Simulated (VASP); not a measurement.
Given:

```
CELL_PARAMETERS angstrom
      6.41435     0.00000     0.00867
      0.00000     7.94714     0.00000
     -1.42004     0.00000     5.70272
ATOMIC_POSITIONS crystal
  Si 0.11678 0.36471 0.61284
  Si 0.88322 0.63529 0.38716
  Si 0.88322 0.86471 0.88716
  Si 0.11678 0.13529 0.11284
  S  0.22132 0.60342 0.51428
  S  0.77868 0.39658 0.48572
  S  0.77868 0.10342 0.98572
  S  0.22132 0.89658 0.01428
  S  0.24209 0.14594 0.48451
  S  0.75791 0.85406 0.51549
  S  0.75791 0.64594 0.01549
  S  0.24209 0.35406 0.98451
```

Level of theory: r2SCAN meta-GGA, VASP's PBE PAW potentials (set 64) (plane waves; VASP). Run with 400 eV cut-off, 4×3×5 Γ-centred mesh, tetrahedra with Blöchl corrections, potentials Si S.

The cores are frozen, which limits the accuracy of field gradients.

Question: Give the principal components of the electric field gradient (V/Å²) and the asymmetry η at each nucleus.

Answer: 
| atom | Vxx | Vyy | Vzz | η |
|---|---|---|---|---|
| Si1 | -6.6 | -1.2 | 7.8 | 0.68 |
| Si2 | -6.6 | -1.2 | 7.8 | 0.68 |
| Si3 | -6.6 | -1.2 | 7.8 | 0.68 |
| Si4 | -6.6 | -1.2 | 7.8 | 0.68 |
| S5 | 104.2 | 20.0 | -124.3 | 0.68 |
| S6 | 104.2 | 20.0 | -124.3 | 0.68 |
| S7 | 104.2 | 20.0 | -124.3 | 0.68 |
| S8 | 104.2 | 20.0 | -124.3 | 0.68 |
| S9 | 115.6 | 16.0 | -131.6 | 0.76 |
| S10 | 115.6 | 16.0 | -131.6 | 0.76 |
| S11 | 115.6 | 16.0 | -131.6 | 0.76 |
| S12 | 115.6 | 16.0 | -131.6 | 0.76 |

The structure comes from a computed database's SiS2 entry (P2_1/c); how it stands against other phases isn't given here. It was relaxed first.
